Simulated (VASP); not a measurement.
Input:

```
MoSi2
1.0
   -1.58850     1.58850     3.89331
    1.58850    -1.58850     3.89331
    1.58850     1.58850    -3.89331
Si Mo
2 1
Direct
  0.66480   0.66480   0.00000
  0.33520   0.33520   0.00000
  0.00000   0.00000   0.00000
```

Method: LDA (Ceperley-Alder, Perdew-Zunger), VASP's LDA PAW potentials (set 64) (plane waves; VASP 6.6.1). Settings: 520 eV cut-off, Gaussian smearing of 0.050 eV, potentials Si Mo_sv.

Task: Estimate the band gap (along the path) with the smallest direct gap where there is one.

Result: 
```yaml
band gap (along the path): none (metal, semimetal or under 0.01 eV)
```

Only differences to runs with the same potentials and settings are physical.

The compound is MoSi2 in the MoSi2 type structure. It was relaxed first.
